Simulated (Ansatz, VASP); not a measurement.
**TaN in two plane-wave programs**

One calculation is typed for both programs; each brings its own data sets. How far apart do they land? The cell is taken from a series of runs on this material, whose earlier steps may have relaxed, scaled, displaced or heated it; both programs get it as it stands.

Method: plane waves, with VASP 6.6.1 beside it; zone-centre phonons at LDA, in Ansatz 0.2.0.

## (1) Starting point

It takes space group P-6m2 (No. 187, hexagonal). The conventional cell has a = 2.843 Å, b = 2.843 Å, c = 2.801 Å, α = 90.00°, β = 90.00°, γ = 120.00°. N has 6 Ta at 2.16 Å nearest. Ta has 6 N at 2.16 Å nearest. Farther neighbours and most contacts between anions are not listed.

## (2) Ansatz: zone-centre phonons, LDA

Ansatz runs on its PAW soft_1 files.

Second derivatives magnify differences that forces hide, and they need a tight electronic threshold.

input.yaml

```yaml
crystal:
  lattice:
    - [2.8431740938, 0.0, 0.0]
    - [-1.4215870469, 2.4622609926, 0.0]
    - [0.0, 0.0, 2.8013485497]
  atoms:
    - { symbol: "N", position: [0.6666666667, 0.3333333333, 0.0] }
    - { symbol: Ta, position: [0.0, 0.0, 0.5] }
kpoints:
  mp_grid: { grid: [18, 18, 16] }
hamiltonian:
  xc: lda
  pseudopotentials: { kind: paw, azcp: { folder: soft_1 }, xc_functional: pbe }
scf:
  occupations: { method: methfessel_paxton, width: 0.2 }
output:
  eigenvalues: true
phonons:
  method: dfpt
```

Run with:

```
ansatz run input.yaml --threads 4 --pin off --max-ram 10240MiB --backend cpu --events-out ev --progress --plain --runs-dir out
```

Numbers of over 12 decimals in the logs are rounded to 6 here.

What it wrote:

```text
zone centre: on kpoints.mp_grid the ground state, and the responses unless they are solved on pairs of k-points, stand on 819 of the mesh's 5184 k-points, reduced under 4 symmetry operations, with k and −k counted as one. Each operation leaves every solved displacement unchanged or reverses it
Engine: ansatz 0.2.0, aarch64-unknown-linux-gnu
Pseudopotentials: kind: paw
Pseudopotential: N, paw, valence charge 5, recommended cutoff 420 eV (normal), soft_1/N.paw.azcp
Pseudopotential: Ta, paw, valence charge 13, recommended cutoff 420 eV (normal), soft_1/Ta.paw.azcp
Functional definition: SPW92
  exchange = slater_x
  correlation = pw_c
Crystal: 2 atoms, lattice volume = 19.611 Å³
Basis set: ecut = 420 eV, 405 PW (Γ), exchange–correlation on 40×40×40 points (8 copies of the dense FFT grid, shifted against one another)
Bands: 13, of which v1, the nominal top of the filled ones, is band 9 counted from 1 (8 counted from 0)
Symmetry: 12 space group operations
k-points: 819 of 5184 (irreducible under 4 space group operations, time reversal used)
Non-local potential: N, projectors of the file, l = 0: 2, l = 1: 2, l = 2: 1
Non-local potential: Ta, projectors of the file, l = 0: 3, l = 1: 2, l = 2: 2, l = 3: 1
PAW form: soft (Blöchl's): semilocal exchange-correlation on the pseudo side does not see the compensation charge
PAW frozen core: N, regenerated for the run's functional, and the local potential with it (the file was generated under x = pbe(κ = 0.804, μ = 0.219515), c = pbe(β = 0.066725))
PAW frozen core: Ta, regenerated for the run's functional, and the local potential with it (the file was generated under x = pbe(κ = 0.804, μ = 0.219515), c = pbe(β = 0.066725))
PAW one-centre angular grid: N, 110 points (default); XC on 64 Gauss nodes
PAW one-centre angular grid: Ta, 590 points (default); XC on 64 Gauss nodes
Initial density: superposition of atomic densities (chi_scale 0.1, normalization cell, long waves kept (reshape's long-wave potential 0.00 eV rms))
Initial wavefunctions: pseudopotential atomic-orbital guess
Functional: x = slater, c = lda
SCF iter   1: F=—  HF=-10060.001031 eV  |F-HF|=—  |Δ(HF+E_count)|=         —  Δρ=5.32e-2  dr2=3.51e-1  ethr=3.10e-3  ⟨swp⟩=5.0  Hψ=52764  notcnv=0
preconditioner: auto → none  [metal: Δε(μ)=0.080 eV  Ē_g=12.005 eV  σ=0.200 eV  W_gap=0.33  n_scr=8 (ndim 8)  ℏωp=26.5 eV  f_vac=0.000  D(μ)=0.05/eV (n_scr^D=0)  sad-step TF]
SCF iter   2: F=—  HF=-10059.963573 eV  |F-HF|=—  |Δ(HF+E_count)|=   3.75e-2  S|Δr|=    0.00e0  Δρ=3.30e-2  dr2=1.41e-1  ethr=1.95e-3  ⟨swp⟩=1.0  Hψ=17199  notcnv=0
SCF iter   3: F=—  HF=-10059.933644 eV  |F-HF|=—  |Δ(HF+E_count)|=   2.99e-2  S|Δr|=    0.00e0  Δρ=1.70e-3  dr2=2.99e-4  ethr=7.85e-4  ⟨swp⟩=2.4  Hψ=14705  notcnv=0
SCF iter   4: F=—  HF=-10059.933683 eV  |F-HF|=—  |Δ(HF+E_count)|=   3.91e-5  S|Δr|=    0.00e0  Δρ=3.46e-4  dr2=2.19e-5  ethr=1.66e-6  ⟨swp⟩=2.5  Hψ=17600  notcnv=0
SCF iter   5: F=—  HF=-10059.933675 eV  |F-HF|=—  |Δ(HF+E_count)|=   7.45e-6  S|Δr|=    0.00e0  Δρ=3.84e-5  dr2=7.65e-8  ethr=1.22e-7  ⟨swp⟩=2.0  Hψ=16823  notcnv=0
SCF iter   6: F=—  HF=-10059.933676 eV  |F-HF|=—  |Δ(HF+E_count)|=   5.61e-8  S|Δr|=    0.00e0  Δρ=5.38e-6  dr2=2.71e-9  ethr=4.25e-10  ⟨swp⟩=2.1  Hψ=17170  notcnv=0
SCF iter   7: F=—  HF=-10059.933676 eV  |F-HF|=—  |Δ(HF+E_count)|=  6.64e-10  S|Δr|=    0.00e0  Δρ=1.18e-6  dr2=1.67e-10  ethr=1.51e-11  ⟨swp⟩=2.0  Hψ=14781  notcnv=0
SCF iter   8: F=-10059.933676 eV  HF=-10059.933676 eV  |F-HF|=1.82e-12  |Δ(HF+E_count)|=  3.46e-11  S|Δr|=    0.00e0  Δρ=2.12e-7  dr2=5.00e-12  ethr=1.00e-12  ⟨swp⟩=4.8  Hψ=50452  notcnv=0
the search or the solves at the SCF's close seem to have found levels that the self-consistency loop had missed (the run counts 3). By its estimate they hold under 1e-12 electrons; where the run keeps them, the occupations were computed again with them
SCF 1 converged in 8 iterations: F = -10059.933676 eV  dr2 = 5.00e-12
  greatest PAW one-centre occupation: 0.999 electrons in one spin orbital (limit 2), on the Ta atom at site 1 (counted from 0), in its partial waves of l = 0
DFPT response loops at Γ: preconditioner auto → Kerker (q_TF=auto, 2.690 Å⁻¹) (partly filled bands, converged f_vac=0.000); β = 1.00, the filter's whole step (`scf.mixing.beta` (0.50) is not read by the response loops under this deck's `scf.mixing.preconditioner`; to damp them name `kerker` or `kerker_dos`, under which they read `scf.mixing.beta`, and type it under 1.00, their step now; both keys bind the ground state too); Broyden in place of MSR1
SCF converged after 8 iterations
Stability not checked: this state was not tested for a lower state beside it, because cold or Methfessel-Paxton smearing, or corrected tetrahedra, fill the levels in a way that the test cannot read (fill_not_monotonic; see scf.lower_state_search)
Free energy (F): -10059.933676 eV
Harris-Foulkes:  -10059.933676 eV  (|F-HF|=1.82e-12)
Internal energy: -10059.934535 eV  (E = F + TS)
E sigma→0 (E₀):  -10059.933890 eV
Entropy (-TS):   0.000860 eV (0.430 meV/atom)
Fermi energy:    21.849894 eV
--- Per-component energies (eV) ---
  E_band       = -22.599500
  E_kinetic    = 531.263726
  E_local      = -531.088330  (includes V_loc(G=0)·N_el)
  E_nonlocal   = 30.841984
  E_hartree    = 194.816330
  E_xc         = -381.085071
  E_vxc        = -313.747127  (∫ρ·V_xc dr)
  E_paw        = -8177.333846  (= ΣΔE_a)
  E_vpaw       = -129.503273  (= ΣTr[D̂ρ^β])
  E_aug_tail   = 0.000890  (compensation charges beyond the density's cutoff)
  E_ewald      = -1727.689260
  E_core_change = 0.339041  (= ΣΔE_core)
  E_smearing   = 0.000860  (= −TS)
  E_closure    = 0.000000  (closes the sum)
  Σ components = -10059.933676   (vs F -10059.933676, Δ=0.00e0)
--- Band table (eV; the first three rows and the last of 819) ---
  k-point 0: bands = [... 5 lower, 16.9778, 16.9778, 17.2627, 18.9005, 24.9822, 25.9148, 25.9148, 26.4240]
  k-point 1: bands = [... 5 lower, 17.0026, 17.0134, 17.0134, 19.1242, 25.1110, 25.2359, 25.2359, 26.9385]
  k-point 2: bands = [... 5 lower, 16.3692, 17.1160, 17.1160, 19.6898, 24.3293, 24.3293, 25.4661, 27.3424]
  k-point 818: bands = [... 5 lower, 13.6283, 14.7318, 17.6860, 20.9176, 26.7362, 27.5839, 28.8289, 29.8730]
--- Phonons (Γ-DFPT): 4 representative perturbations + reference, on 819 of 5184 k-points (Σ response iterations 12) ---
  k mesh reduced under 4 symmetry operations, with k and −k counted as one. Each operation leaves every solved displacement unchanged or reverses it
  ASR residual: 1.141e-4 → 0.000e0 eV/Å²; symmetrization residual: 2.981e-6 eV/Å²
  ASR residual per site (eV/Å²): 1.14e-4 8.71e-5
  Γ frequencies (cm⁻¹): 0.00 0.00 0.00 596.84 596.84 646.66
  non-analytic LO–TO correction: not included (Born effective charges unavailable; polar crystals: no LO–TO splitting at Γ)
```

The column dr2 measures how far the density is from self-consistency, as an energy; F and HF (Harris–Foulkes) agree once it is small.

[end of part 1 of 2]

[Lines on the potential files, build, host, timing and source positions are cut from VASP's logs without a mark.]

[Logs are printed without paths, hosts, clocks, repeated set-up lines and the standing remarks that a program may print on its own settings, such as how far it seeks lower states.]

[Hosts, paths, dates, database ids (printed as entryN), source tags and the programs' standing remarks are cut or masked in the printed files.]
